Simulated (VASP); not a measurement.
Output of a VASP run:

File OSZICAR:
```
       N       E                     dE             d eps       ncg     rms          rms(c)
DAV:   1     0.700102689081E+02    0.70010E+02   -0.71849E+03   840   0.118E+03
DAV:   2    -0.546459185441E+01   -0.75475E+02   -0.70352E+02   952   0.210E+02
DAV:   3    -0.765496120391E+01   -0.21904E+01   -0.21536E+01  1052   0.339E+01
DAV:   4    -0.767519113672E+01   -0.20230E-01   -0.20207E-01  1008   0.386E+00
DAV:   5    -0.767551320651E+01   -0.32207E-03   -0.32206E-03  1048   0.521E-01    0.885E+00
DAV:   6    -0.660324673953E+01    0.10723E+01   -0.58880E+00   948   0.274E+01    0.380E+00
DAV:   7    -0.654239599003E+01    0.60851E-01   -0.26800E-01   904   0.610E+00    0.184E+00
DAV:   8    -0.652132991740E+01    0.21066E-01   -0.28937E-02   968   0.150E+00    0.364E-01
DAV:   9    -0.652107609306E+01    0.25382E-03   -0.34171E-03   956   0.709E-01    0.169E-01
DAV:  10    -0.652125666777E+01   -0.18057E-03   -0.29984E-04   904   0.156E-01    0.327E-02
DAV:  11    -0.652125107023E+01    0.55975E-05   -0.63977E-06  1160   0.225E-02    0.156E-02
DAV:  12    -0.652125134650E+01   -0.27627E-06   -0.15160E-06   896   0.113E-02    0.312E-03
DAV:  13    -0.652125148935E+01   -0.14285E-06   -0.25448E-07   808   0.538E-03    0.467E-04
DAV:  14    -0.652125151820E+01   -0.28844E-07   -0.13603E-08   484   0.123E-03
   1 F= -.65212515E+01 E0= -.65209139E+01  d E =-.101297E-02
```

### OUTCAR
```
------------------------ aborting loop because EDIFF is reached ----------------------------------------
  FORCE on cell =-STRESS in cart. coord.  units (eV):
  Direction    XX          YY          ZZ          XY          YZ          ZX
  --------------------------------------------------------------------------------------
  Total        1.1641017      1.1641017      1.1641017     -0.0000000      0.0000000     -0.0000000
  in kB       34.6823964     34.6823964     34.6823964     -0.0000000      0.0000000     -0.0000000
  external PRESSURE =      34.6823964 kB  Pullay stress =       0.0000000 kB
  volume of cell :       53.78
      direct lattice vectors                 reciprocal lattice vectors
     0.000000000  2.995855094  2.995855094    -0.166897258  0.166897258  0.166897258
     2.995855094  0.000000000  2.995855094     0.166897258 -0.166897258  0.166897258
     2.995855094  2.995855094  0.000000000     0.166897258  0.166897258 -0.166897258
 POSITION                                       TOTAL-FORCE (eV/Angst)
 -----------------------------------------------------------------------------------
      1.49793      1.49793      1.49793        -0.000000     -0.000000     -0.000000
      4.49378      4.49378      4.49378         0.000000      0.000000      0.000000
      0.00000      0.00000      0.00000        -0.000000      0.000000     -0.000000
 -----------------------------------------------------------------------------------
    total drift:                                0.000000     -0.000000      0.000000
  FREE ENERGIE OF THE ION-ELECTRON SYSTEM (eV)
  ---------------------------------------------------
  free  energy   TOTEN  =        -6.5212515182 eV

  energy  without entropy=       -6.5202385469  energy(sigma->0) =       -6.52091386
```
(Selected blocks of OUTCAR.)

### POSCAR
```
AuAl2
1
    0.0000000000     2.9958550936     2.9958550936
    2.9958550936     0.0000000000     2.9958550936
    2.9958550936     2.9958550936     0.0000000000
Al Au
2 1
Direct
  0.2500000000   0.2500000000   0.2500000000
  0.7500000000   0.7500000000   0.7500000000
  0.0000000000   0.0000000000   0.0000000000
```

Problem. Reconstruct the remaining input files.

Solution. One answer among several that fit: the input of the run itself, optB88-vdW, plane waves, VASP's PBE PAW potentials (set 64).

INCAR:
```
ISMEAR = 1
LASPH = .True.   # aspherical one-centre terms
LMAXMIX = 6   # l cut-off of mixed one-centre charges
NELM = 100
LCHARG = .False.
PARAM1 = 0.1833333333
ALGO = Normal   # blocked Davidson
AGGAC = 0.0
PARAM2 = 0.22
EDIFF = 1E-7
SIGMA = 0.1   # width (eV)
LREAL = .False.
LUSE_VDW = .True.
LWAVE = .False.
GGA = BO
ENCUT = 520   # plane-wave cut-off (eV)
SYSTEM = AuAl2
ISIF = 2
PREC = Accurate
```

**KPOINTS**
```
Automatic mesh
0
Gamma
9 9 9
```

POTCAR, in this order: Al Au (PBE.64 set). Program: vasp_std.

The compound is AuAl2 in the fluorite structure. This cell is one point of a volume scan, at 0.97 of the reference volume. The electron count is odd and the run is not spin-polarised, which forces a metal.
